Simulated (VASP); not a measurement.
A convergence study with VASP on InP (zinc blende): one setting is varied, all else stays as given below, so the limit is that of these other settings. Each run relaxes cell and ions from the cell shown.

```
CELL_PARAMETERS angstrom
      0.00000     2.93500     2.93500
      2.93500     0.00000     2.93500
      2.93500     2.93500     0.00000
ATOMIC_POSITIONS crystal
  In 0.00000 0.00000 0.00000
  P  0.25000 0.25000 0.25000
```

Computed with LDA (Ceperley-Alder, Perdew-Zunger), VASP's LDA PAW potentials (set 64) (plane waves; VASP). The tightest run used: 550 eV cut-off, 12×12×12 Γ-centred mesh, Gaussian smearing of 0.050 eV, potentials In_d P.

| setting | relaxed volume (Å³/atom) | E (eV/atom) | irreducible k-points |
|---|---|---|---|
| 2×2×2 mesh | 28.110 | -3.8884 | 3 |
| 3×3×3 mesh | 25.040 | -4.6206 | 4 |
| 4×4×4 mesh | 24.811 | -4.7757 | 8 |

Q: These are the cheaper rows. Estimate the results at 12×12×12 mesh, and how far the last row shown lies from them.

A: 
```tsv
quantity	tightest run	last row shown is off by
relaxed volume (Å³/atom)	24.747	0.064
E (eV/atom)	-4.8374	0.0617
```

Left out are rungs that failed or repeat a setting and relaxations that didn't move; long series are thinned to 24 rows.

The compound is InP in the zinc blende structure.
